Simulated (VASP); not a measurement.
VASP ran on this input.

**INCAR**
```
SYSTEM = KF
PREC = Accurate; ENCUT = 520; LREAL = .False.
LASPH = .True.
EDIFF = 1E-6; NELM = 100; ALGO = Normal
ISMEAR = 0; SIGMA = 0.05
GGA = MK; LUSE_VDW = .True.; AGGAC = 0.0
PARAM1 = 0.1234568; PARAM2 = 0.7114; ZAB_VDW = -1.8867
IBRION = 2; NSW = 60; ISIF = 3
EDIFFG = -0.01
LWAVE = .False.; LCHARG = .False.
```

### POSCAR
```
KF
1.0
  0.0000000000   2.6750000000   2.6750000000
  2.6750000000   0.0000000000   2.6750000000
  2.6750000000   2.6750000000   0.0000000000
K F
1 1
Direct
  0.0000000000   0.0000000000   0.0000000000
  0.5000000000   0.5000000000   0.5000000000
```

KPOINTS:
```
kpoints
0
G
8 8 8
```

POTCAR, in this order: K_sv F (PBE.64 set). Program: vasp_std.

### Question
Write an equivalent input for Quantum ESPRESSO's pw.x.

### Answer
One equivalent input (not run):
```
&CONTROL
  calculation = 'vc-relax'
  pseudo_dir = './pseudo'
  outdir = './out'
  tprnfor = .true.
  tstress = .true.
  nstep = 60
  forc_conv_thr = 0.00039
/
&SYSTEM
  ibrav = 0
  nat = 2
  ntyp = 2
  ecutwfc = 84
  occupations = 'smearing'
  smearing = 'gaussian'
  degauss = 0.003675
  input_dft = 'vdw-df2-b86r'
/
&ELECTRONS
  conv_thr = 7.3e-08
  electron_maxstep = 100
/
&IONS
/
&CELL
/
ATOMIC_SPECIES
  K 39.098 K.upf
  F 18.998 F.upf
CELL_PARAMETERS angstrom
     0.0000000    2.6750000    2.6750000
     2.6750000    0.0000000    2.6750000
     2.6750000    2.6750000    0.0000000
ATOMIC_POSITIONS crystal
  K    0.0000000  0.0000000  0.0000000
  F    0.5000000  0.5000000  0.5000000
K_POINTS automatic
  8 8 8 0 0 0
```
The two are equivalent in intent, not identical: the potentials are each code's own (VASP's PAW set, PseudoDojo norm-conserving files in pw.x), so ENCUT and ecutwfc are chosen apart and not converted; conv_thr bounds pw.x's estimated SCF error, while EDIFF bounds the energy change between steps; forc_conv_thr acts on force components and is met together with etot_conv_thr.

The compound is KF in the rock salt structure. This run relaxes it. Symmetry was kept, so distortions that lower it aren't found.
